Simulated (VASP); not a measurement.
Energy against volume of AgCl (rock salt). Level of theory: revPBE GGA, VASP's PBE PAW potentials (set 64) (plane waves; VASP). Numerical set-up: 520 eV cut-off, 8×8×8 Γ-centred mesh, Gaussian smearing of 0.050 eV, potentials Ag Cl.

| V (Å³/atom) | E (eV/atom) |
|---|---|
| 21.967 | -2.38734 |
| 22.668 | -2.39490 |
| 23.369 | -2.39725 |
| 24.070 | -2.39531 |

Q: Fit these four points and predict the energy of the run at 24.771 Å³/atom.

A: A cubic in V^(−2/3), the third-order Birch-Murnaghan form, passes through the four points with V0 = 23.38 Å³/atom and B0 = 33 GPa, and gives -2.3898 eV/atom there. The run gave -2.3898 eV/atom, +0.0 meV/atom from the fit; all five points give B0 = 33 GPa.

The compound is AgCl in the rock salt structure. It was relaxed first, which changed the volume by +9 %.
